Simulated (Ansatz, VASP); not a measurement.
**One calculation of ReB3, two programs**

Contents of INCAR:

```
SYSTEM = ReB3
PREC     = Accurate       ! precision mode
ENCUT    = 600            ! plane-wave cutoff, eV
EDIFF    = 1E-7           ! SCF threshold, eV
ISMEAR   = 0              ! smearing method
SIGMA    = 0.1            ! smearing width, eV
LREAL    = .FALSE.        ! projectors in reciprocal space
LASPH    = .TRUE.         ! aspherical terms in the spheres
NELM     = 60             ! most SCF steps
ALGO     = Normal         ! electronic algorithm
ISIF     = 3              ! what is computed and relaxed
LWAVE    = .FALSE.        ! write WAVECAR
LCHARG   = .FALSE.        ! write CHGCAR
GGA      = PE             ! functional
IBRION   = 2              ! ionic algorithm
NSW      = 100            ! ionic steps
EDIFFG   = -0.01          ! ionic threshold
```

File KPOINTS:

```
regular mesh
0
G
  16 16 16
  0 0 0
```

The input POSCAR:

```
ReB3
1.0
    0.0000000000      2.5943322789      2.5943322789
    2.5943322789      0.0000000000      2.5943322789
    2.5943322789      2.5943322789      0.0000000000
Re B
1 3
Direct
    0.5000000000      0.5000000000      0.5000000000
    0.2500000000      0.2500000000      0.2500000000
    0.7500000000      0.7500000000      0.7500000000
    0.0000000000      0.0000000000      0.0000000000
```

Input for Ansatz:

```yaml
crystal:
  lattice:
    - [0.0, 2.5943322789, 2.5943322789]
    - [2.5943322789, 0.0, 2.5943322789]
    - [2.5943322789, 2.5943322789, 0.0]
  atoms:
    - { symbol: Re, position: [0.5, 0.5, 0.5] }
    - { symbol: B, position: [0.25, 0.25, 0.25] }
    - { symbol: B, position: [0.75, 0.75, 0.75] }
    - { symbol: B, position: [0.0, 0.0, 0.0] }
basis:
  ecutwfc: 420
kpoints:
  mp_grid: { grid: [16, 16, 16] }
hamiltonian:
  xc: pbe
scf:
  occupations: { method: gaussian, width: 0.1 }
output:
  forces: true
  stress: true
  eigenvalues: true
relax:
  adjacent_minimum: "off"
  f_tol: 0.01
  max_steps: 80
  cell: { stress_tol: 0.05 }
```

Alike in both runs: task relaxation of cell and atoms; functional PBE; k mesh 16 × 16 × 16; occupations gaussian, width 0.1 eV; no spin polarisation.

|  | VASP | Ansatz |
| --- | --- | --- |
| version | VASP 6.6.1 | Ansatz 0.2.0 |
| potentials or method | VASP PAW PBE potentials, release 64 (Re, B) | scalar-relativistic, plane waves, PAW |
| plane-wave cutoff (eV) | 600 | 420 |
| valence electrons in the cell | 16 | 24 |

```tsv
	VASP	Ansatz	Ansatz less VASP
gap on the k mesh at the Fermi level, each at its own relaxed structure (eV)	none	none	-
relaxed volume (Å³/atom)	8.78	8.73	-0.053
relaxed cell length with the largest relative difference (Å)	3.676	3.668	-0.0075
```

A gap of «none» marks a metal or a gap that the smearing closes. The two sets of potentials don't hold the same shells in valence.

Spin-orbit coupling is left out, which matters for the levels of Re.
